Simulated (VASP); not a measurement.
Calculation: PBE GGA, VASP's PBE PAW potentials (set 64) (plane waves; VASP).

Input for VASP

**POSCAR**
```
InSb
1.0
  0.0000000000   3.3163907709   3.3163907709
  3.3163907709   0.0000000000   3.3163907709
  3.3163907709   3.3163907709   0.0000000000
In Sb
1 1
Cart
  0.0000000000   0.0000000000   0.0000000000
  1.6581953855   1.6581953855   1.6581953855
```

**INCAR**
```
ISIF  =  3
LREAL  =  F
SYSTEM  =  InSb
NELM  =  100   ! most electronic steps
NSW  =  60   ! most ionic steps
SIGMA  =  0.1   ! width (eV)
EDIFF  =  1E-6   ! SCF stop (eV)
GGA  =  PE
IBRION  =  2   ! conjugate gradients
EDIFFG  =  -0.01   ! ionic stop
LMAXMIX  =  4   ! l cut-off of mixed one-centre charges
LCHARG  =  F
ENCUT  =  400
LWAVE  =  F
ALGO  =  Normal   ! blocked Davidson
LASPH  =  T
ISMEAR  =  1   ! Methfessel-Paxton
PREC  =  Accurate
```

File KPOINTS:
```
Automatic mesh
0
Gamma
9 9 9
0 0 0
```

POTCAR, in this order: In_d Sb (PBE.64 set). Program: vasp_std.

Question: What will the output report for the number of irreducible k-points (NKPTS), number of bands (NBANDS), largest plane-wave count, number of space-group operations, FFT grid (NGX, NGY, NGZ)?

Answer: 
- number of irreducible k-points (NKPTS): 35
- number of bands (NBANDS): 13
- largest plane-wave count: 1363
- number of space-group operations: 24
- FFT grid (NGX, NGY, NGZ): 32 × 32 × 32

The compound is InSb in the zinc blende structure. It was relaxed first, which changed the volume by +7 %. The start is the result of an earlier pass.
